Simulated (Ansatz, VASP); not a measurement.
# Cross-check of TlZnH3 (perovskite type (invented)) between VASP and Ansatz

One calculation is typed for both programs; each brings its own data sets and cutoff. How far apart do they land? The cell is generated by rule, not measured, and may not be a known phase. The cell is taken from a series of runs on this material, whose earlier steps may have relaxed, scaled, displaced or heated it; both programs get it as it stands.

Main program and level: Ansatz 0.2.0; plane waves, with VASP 6.6.1 beside it; single point at PBE.

**1. The structure**

It takes space group Pm-3m (No. 221, cubic). The conventional cell has a = 4.280 Å, b = 4.280 Å, c = 4.280 Å, α = 90.00°, β = 90.00°, γ = 90.00°. Nearest to Tl lie 12 H at 3.03 Å. Zn has 6 H at 2.14 Å nearest. Nearest to H lie 2 Zn at 2.14 Å. Farther neighbours are not listed.

Structure file:

```cif
data_structure
_symmetry_space_group_name_H-M 'Pm-3m'
_symmetry_Int_Tables_number 221
_cell_length_a 4.2800
_cell_length_b 4.2800
_cell_length_c 4.2800
_cell_angle_alpha 90.000
_cell_angle_beta 90.000
_cell_angle_gamma 90.000
_cell_volume 78.40
loop_
_atom_site_label
_atom_site_type_symbol
_atom_site_symmetry_multiplicity
_atom_site_Wyckoff_symbol
_atom_site_fract_x
_atom_site_fract_y
_atom_site_fract_z
_atom_site_occupancy
Tl1 Tl 1 a 0.00000 0.00000 0.00000 1
Zn1 Zn 1 b 0.50000 0.50000 0.50000 1
H1 H 3 c 0.50000 0.50000 0.00000 1
```

**2. Ansatz: single point, PBE**

Ansatz runs on its default PAW (the set named soft_2) files.

With cell and atoms fixed, the geometry can't cause a difference; cores, projectors, grids and the points listed under the comparison can.

Input file input.yaml:

```yaml
crystal:
  lattice:
    - [4.28, 0.0, 0.0]
    - [0.0, 4.28, 0.0]
    - [0.0, 0.0, 4.28]
  atoms:
    - { symbol: Tl, position: [0.0, 0.0, 0.0] }
    - { symbol: Zn, position: [0.5, 0.5, 0.5] }
    - { symbol: H, position: [0.5, 0.5, 0.0] }
    - { symbol: H, position: [0.5, 0.0, 0.5] }
    - { symbol: H, position: [0.0, 0.5, 0.5] }
kpoints:
  mp_grid: { grid: [4, 4, 4] }
hamiltonian:
  xc: pbe
scf:
  occupations: { method: gaussian, width: 0.1 }
output:
  forces: true
  stress: true
  eigenvalues: true
```

Run with:

```
> ansatz run input.yaml --threads 4 --pin off --max-ram 9216MiB --backend cpu --events-out ev --progress --plain --runs-dir out
```

Numbers of over 12 decimals in the logs are rounded to 6 here.

Output:

```text
Engine: ansatz 0.2.0, aarch64-unknown-linux-gnu
Pseudopotentials: kind: paw
Pseudopotential: Tl, paw, valence charge 13, recommended cutoff 420 eV (normal), Tl.paw.azcp
Pseudopotential: Zn, paw, valence charge 12, recommended cutoff 420 eV (normal), Zn.paw.azcp
Pseudopotential: H, paw, valence charge 1, recommended cutoff 420 eV (normal), H.paw.azcp
Functional definition: PBE
  parameter kappa = 0.804
  parameter beta = 0.066725
  exchange = pbe_x(kappa = kappa, mu = beta*pi^2/3)
  correlation = pbe_c(beta = beta)
Crystal: 5 atoms, lattice volume = 78.403 Å³
Basis set: ecut = 420 eV, 1551 PW (Γ), exchange–correlation on 60×60×60 points (8 copies of the dense FFT grid, shifted against one another)
Bands: 19, of which v1, the nominal top of the filled ones, is band 14 counted from 1 (13 counted from 0)
Symmetry: 48 space group operations
Space group: Pm-3m (ITA 221), of the structure as read, at distance tolerance 4.3e-5 Å
k-points: 10 of 64
Non-local potential: Tl, projectors of the file, l = 0: 2, l = 1: 2, l = 2: 2, l = 3: 1
Non-local potential: Zn, projectors of the file, l = 0: 2, l = 1: 2, l = 2: 3, l = 3: 1
Non-local potential: H, projectors of the file, l = 0: 2, l = 1: 1
PAW form: soft (Blöchl's): semilocal exchange-correlation on the pseudo side does not see the compensation charge
PAW one-centre angular grid: Tl, 590 points (default); XC on 64 Gauss nodes
PAW one-centre angular grid: Zn, 590 points (default); XC on 64 Gauss nodes
PAW one-centre angular grid: H, 110 points (default); XC on 64 Gauss nodes
Initial density: superposition of atomic densities (neutral atoms: chi_scale 0, normalization atom), corrected by the library's trained network
Initial wavefunctions: pseudopotential atomic-orbital guess
Functional: x = pbe(κ = 0.804, μ = 0.219515), c = pbe(β = 0.066725)
SCF iter   1: F=—  HF=-14808.672588 eV  |F-HF|=—  |Δ(HF+E_count)|=         —  Δρ=3.67e-3  dr2=1.13e-2  ethr=1.77e-3  ⟨swp⟩=6.0  Hψ=930  notcnv=0
preconditioner: auto → Resta (q_TF=auto, 2.298 Å⁻¹)  ε∞=4.9  [insulator: Δε(μ)=0.655 eV  Ē_g=11.198 eV  σ=0.100 eV  W_gap=0.80  n_scr=18 (ndim 8)  ℏωp=22.2 eV  f_vac=0.000  D(μ)=0.73/eV (n_scr^D=0)  ε∞_Penn≈4.9]
SCF iter   2: F=—  HF=-14808.668124 eV  |F-HF|=—  |Δ(HF+E_count)|=   4.46e-3  Δρ=1.77e-3  dr2=2.83e-3  ethr=4.05e-5  ⟨swp⟩=1.1  Hψ=271  notcnv=0
SCF iter   3: F=—  HF=-14808.667622 eV  |F-HF|=—  |Δ(HF+E_count)|=   5.02e-4  Δρ=4.59e-4  dr2=8.05e-5  ethr=1.01e-5  ⟨swp⟩=2.4  Hψ=252  notcnv=0
SCF iter   4: F=—  HF=-14808.667584 eV  |F-HF|=—  |Δ(HF+E_count)|=   3.80e-5  Δρ=2.40e-4  dr2=2.29e-5  ethr=2.87e-7  ⟨swp⟩=2.0  Hψ=266  notcnv=0  defer=1
SCF iter   5: F=—  HF=-14808.667607 eV  |F-HF|=—  |Δ(HF+E_count)|=   2.24e-5  Δρ=4.81e-5  dr2=1.48e-6  ethr=8.17e-8  ⟨swp⟩=2.0  Hψ=272  notcnv=0  defer=1
SCF iter   6: F=—  HF=-14808.667608 eV  |F-HF|=—  |Δ(HF+E_count)|=   1.45e-6  Δρ=1.84e-5  dr2=2.20e-7  ethr=5.28e-9  ⟨swp⟩=2.0  Hψ=242  notcnv=0  defer=1
SCF iter   7: F=-14808.667608 eV  HF=-14808.667608 eV  |F-HF|=6.51e-9  |Δ(HF+E_count)|=   5.55e-8  Δρ=3.11e-6  dr2=7.83e-9  ethr=3.57e-10  ⟨swp⟩=7.6  Hψ=792  notcnv=0
SCF 1 converged in 7 iterations: F = -14808.667608 eV  dr2 = 7.83e-9
  greatest PAW one-centre occupation: 0.985 electrons in one spin orbital (limit 2), on the Zn atom at site 1 (counted from 0), in its partial waves of l = 2
SCF converged after 7 iterations
Free energy (F): -14808.667608 eV
Harris-Foulkes:  -14808.667608 eV  (|F-HF|=6.51e-9)
Internal energy: -14808.663996 eV  (E = F + TS)
E sigma→0 (E₀):  -14808.665802 eV
Entropy (-TS):   -0.003612 eV (-0.722 meV/atom)
Fermi energy:    4.356010 eV
--- Per-component energies (eV) ---
  E_band       = -77.779370
  E_kinetic    = 495.067541
  E_local      = -3052.433922  (includes V_loc(G=0)·N_el)
  E_nonlocal   = 937.257410
  E_hartree    = 1218.520350
  E_xc         = -390.560742
  E_vxc        = -222.781042  (∫ρ·V_xc dr)
  E_paw        = -11993.446896  (= ΣΔE_a)
  E_vpaw       = -671.931837  (= ΣTr[D̂ρ^β])
  E_aug_tail   = -0.003406  (compensation charges beyond the density's cutoff)
  E_ewald      = -2023.064331
  E_smearing   = -0.003612  (= −TS)
  E_closure    = 0.000000  (closes the sum)
  Σ components = -14808.667608   (vs F -14808.667608, Δ=0.00e0)
--- Forces (eV/Å), atoms counted from 1 ---
  atom   1  Tl    -0.00000000     0.00000000    -0.00000000
  atom   2  Zn     0.00000000     0.00000000     0.00000000
  atom   3  H      0.00000000     0.00000000    -0.00000000
  atom   4  H     -0.00000000    -0.00000000     0.00000000
  atom   5  H      0.00000000     0.00000000     0.00000000
  max |Σ_I F_I| component: 1.47e-29 eV/Å
--- Stress (GPa, compression-positive) ---
       -7.019611      -0.000000       0.000000
        0.000000      -7.019611       0.000000
        0.000000      -0.000000      -7.019611
  P = ⅓ Tr σ = -7.0196 GPa (-70.196 kbar)
--- Band table (eV; the first three rows and the last of 10) ---
  k-point 0: bands = [... 10 lower, -2.0231, 2.1616, 4.1980, 4.1980, 6.4809, 6.4809, 6.4809, 12.0866, ... 1 higher]
  k-point 1: bands = [... 10 lower, -2.0239, 0.9063, 3.3586, 4.2463, 7.0735, 7.0735, 8.8482, 9.5901, ... 1 higher]
  k-point 2: bands = [... 10 lower, -1.7084, -1.0826, 3.4344, 4.2975, 8.0244, 8.6268, 8.6268, 8.8611, ... 1 higher]
  k-point 9: bands = [... 10 lower, 0.2732, 1.8763, 1.8763, 1.8763, 2.9085, 5.5731, 5.5731, 5.5731, ... 1 higher]
```

The run ends at a pressure of -7.02 GPa.

**3. VASP: single point, PBE**

The same cell, functional, mesh and smearing now go to VASP, with its own data sets and cutoff.

Lines of VASP's logs that name or quote its potential files are left out, and so is its time.

Input file INCAR:

```
SYSTEM = TlZnH3
PREC = Accurate
ENCUT = 400
EDIFF = 1E-06
NELM = 100
ISMEAR = 0
SIGMA = 0.1
LREAL = .FALSE.
ALGO = Normal
GGA = PE
NBANDS = 20
LORBIT = 11
LWAVE = .FALSE.
LCHARG = .FALSE.
KPAR = 2
ISIF = 2
```

Input file POSCAR:

```
TlZnH3
1.0
    4.2800000000      0.0000000000      0.0000000000
    0.0000000000      4.2800000000      0.0000000000
    0.0000000000      0.0000000000      4.2800000000
Tl Zn H
1 1 3
Direct
    0.0000000000      0.0000000000      0.0000000000
    0.5000000000      0.5000000000      0.5000000000
    0.5000000000      0.5000000000      0.0000000000
    0.5000000000      0.0000000000      0.5000000000
    0.0000000000      0.5000000000      0.5000000000
```

Input file KPOINTS:

```
Automatic mesh
0
Gamma
4 4 4
0 0 0
```

Potentials, in the order of the species: Tl_d, Zn and H (PBE family, release 64).

Run with:

```
> mpirun -np 2 vasp_std
```

Output:

```text
[banner, memory and clock lines left out]
running    2 mpi-ranks, on    1 nodes
 distrk:  each k-point on    1 cores,    2 groups
 distr:  one band on    1 cores,    1 groups

 POSCAR found type information on POSCAR TlZnH
 POSCAR found :  3 types and       5 ions
 LDA part: xc-table for (Slater+PW92), standard interpolation
 POSCAR, INCAR and KPOINTS ok, starting setup
 FFT: planning ... GRIDC
 FFT: planning ... GRID_SOFT
 FFT: planning ... GRID
 WAVECAR not read
 entering main loop
       N       E                     dE             d eps       ncg     rms          rms(c)
DAV:   1     0.124726962086E+03    0.12473E+03   -0.11813E+04   400   0.119E+03
DAV:   2    -0.639809969399E+01   -0.13113E+03   -0.12650E+03   404   0.267E+02
DAV:   3    -0.122515093622E+02   -0.58534E+01   -0.58189E+01   456   0.608E+01
DAV:   4    -0.123065286291E+02   -0.55019E-01   -0.54983E-01   436   0.593E+00
DAV:   5    -0.123072731393E+02   -0.74451E-03   -0.74450E-03   460   0.715E-01    0.504E+00
DAV:   6    -0.114951770265E+02    0.81210E+00   -0.12329E+00   540   0.204E+01    0.325E+00
DAV:   7    -0.113530436873E+02    0.14213E+00   -0.68414E-01   416   0.503E+00    0.926E-01
DAV:   8    -0.113581665349E+02   -0.51228E-02   -0.41639E-02   432   0.114E+00    0.485E-01
DAV:   9    -0.113609044696E+02   -0.27379E-02   -0.39994E-03   424   0.487E-01    0.106E-01
DAV:  10    -0.113609141574E+02   -0.96878E-05   -0.29128E-04   448   0.145E-01    0.376E-02
DAV:  11    -0.113609816447E+02   -0.67487E-04   -0.84312E-05   424   0.551E-02    0.758E-03
DAV:  12    -0.113609848460E+02   -0.32013E-05   -0.68520E-06   436   0.229E-02    0.329E-03
DAV:  13    -0.113609847402E+02    0.10581E-06   -0.56060E-07   304   0.824E-03
   1 F= -.11360985E+02 E0= -.11359178E+02  d E =-.361394E-02
```

Parts of OUTCAR (step 3):

```text
ion  position               nearest neighbor table
   1  0.000  0.000  0.000-
   2  0.500  0.500  0.500-
   3  0.500  0.500  0.000-
   4  0.500  0.000  0.500-
   5  0.000  0.500  0.500-

  LATTYP: Found a simple cubic cell.
 ALAT       =     4.2800000000

 Subroutine GETGRP returns: Found 48 space group operations
 (whereof 48 operations were pure point group operations)

The static configuration has the point symmetry O_h .

 Found     10 irreducible k-points:

   k-points           NKPTS =     10   k-points in BZ     NKDIM =     10   number of bands    NBANDS=     20

   dimension x,y,z NGX =    28 NGY =   28 NGZ =   28
   dimension x,y,z NGXF=    56 NGYF=   56 NGZF=   56

   ENCUT  =  400.0 eV  29.40 Ry    5.42 a.u.   6.98  6.98  6.98*2*pi/ulx,y,z

   NELECT =      28.0000    total number of electrons

 k-points in reciprocal lattice and weights: Automatic mesh
   0.00000000  0.00000000  0.00000000       0.016
   0.25000000  0.00000000  0.00000000       0.094
   0.50000000  0.00000000  0.00000000       0.047
   0.25000000  0.25000000  0.00000000       0.188
   0.50000000  0.25000000  0.00000000       0.188
   0.50000000  0.50000000  0.00000000       0.047
   0.25000000  0.25000000  0.25000000       0.125
   0.50000000  0.25000000  0.25000000       0.188
   0.50000000  0.50000000  0.25000000       0.094
   0.50000000  0.50000000  0.50000000       0.016

 average (electrostatic) potential at core
       1 -87.7444       2 -37.6912       3 -33.8464       4 -33.8464       5 -33.8464

 E-fermi :   1.3191

 k-point     1 :       0.0000    0.0000    0.0000
  band No.  band energies     occupation
    ...
     10      -5.0557      2.00000
     11      -5.0557      2.00000
     12      -0.8871      2.00000
     13       1.1629      1.97282
     14       1.1629      1.97282
     15       3.4402      0.00000
     16       3.4402      0.00000
     17       3.4402      0.00000
     18       9.0475      0.00000
     19       9.4918      0.00000
    ...

 k-point     2 :       0.2500    0.0000    0.0000
  band No.  band energies     occupation
    ...
     10      -5.0679      2.00000
     11      -5.0568      2.00000
     12      -2.1383      2.00000
     13       0.3178      2.00000
     14       1.2093      1.87973
     15       4.0327      0.00000
     16       4.0327      0.00000
     17       5.8108      0.00000
     18       6.5490      0.00000
     19       8.0583      0.00000
    ...

 k-point     3 :       0.5000    0.0000    0.0000
  band No.  band energies     occupation
    ...
     10      -5.0576      2.00000
     11      -4.7543      2.00000
     12      -4.1213      2.00000
     13       0.3929      2.00000
     14       1.2606      1.59200
     15       4.9828      0.00000
     16       5.5866      0.00000
     17       5.5866      0.00000
     18       5.8197      0.00000
     19       5.8197      0.00000
    ...

  Total       -3.6309077     -3.6309077     -3.6309077      0.0000000      0.0000000      0.0000000
  in kB      -74.1983900    -74.1983900    -74.1983900      0.0000000      0.0000000      0.0000000
  external PRESSURE =     -74.1983900 kB  Pullay stress =       0.0000000 kB

  energy-cutoff  :      400.00
  volume of cell :       78.40
      direct lattice vectors                 reciprocal lattice vectors
     4.280000000  0.000000000  0.000000000     0.233644860  0.000000000  0.000000000
     0.000000000  4.280000000  0.000000000     0.000000000  0.233644860  0.000000000
     0.000000000  0.000000000  4.280000000     0.000000000  0.000000000  0.233644860

 POSITION                                       TOTAL-FORCE (eV/Angst)
 -----------------------------------------------------------------------------------
      0.00000      0.00000      0.00000         0.000000      0.000000      0.000000
      2.14000      2.14000      2.14000         0.000000      0.000000      0.000000
      2.14000      2.14000      0.00000         0.000000      0.000000      0.000000
      2.14000      0.00000      2.14000         0.000000      0.000000      0.000000
      0.00000      2.14000      2.14000         0.000000      0.000000      0.000000
 -----------------------------------------------------------------------------------
    total drift:                                0.000000      0.000000      0.000000

  FREE ENERGIE OF THE ION-ELECTRON SYSTEM (eV)
  ---------------------------------------------------
  free  energy   TOTEN  =       -11.3609847402 eV

  energy  without entropy=      -11.3573708050  energy(sigma->0) =      -11.35917777

 total charge
# of ion       s       p       d       tot
------------------------------------------
    1        1.305   0.116   9.670  11.091
    2        0.470   0.272   9.762  10.503
    3        0.468   0.003   0.000   0.471
    4        0.468   0.003   0.000   0.471
    5        0.468   0.003   0.000   0.471
--------------------------------------------------
tot          3.180   0.397  19.431  23.008

[... 3 further parts left out ...]
```

The run ends at a pressure of -7.42 GPa.

**4. Side by side**

Known differences besides the potentials themselves: the cutoff is 420 eV in Ansatz and 400 eV in VASP; VASP leaves aspherical gradient terms in its spheres out (LASPH is not set), Ansatz keeps them. Total energies have different zeros and are not compared.

Compared:

```
      quantity  Ansatz   VASP  difference
pressure (GPa)   -7.02  -7.42       +0.40
```

**5. What came out**

* difference in pressure (single point, PBE): 0.40 GPa

**Reading.** The difference in pressure is 0.40 GPa (single point, PBE), within the 1 GPa picked in this series as the mark of a large difference. Such differences can come from data sets, numerical settings and the points named under the comparisons, not from the functional's error against experiment.

[Lines on the potential files, build, host, timing and source positions are cut from VASP's logs without a mark.]

[Logs are printed without paths, hosts, clocks, repeated set-up lines and the standing remarks that a program may print on its own settings, such as how far it seeks lower states.]

[Hosts, paths, dates, database ids (printed as entryN), source tags and the programs' standing remarks are cut or masked in the printed files.]
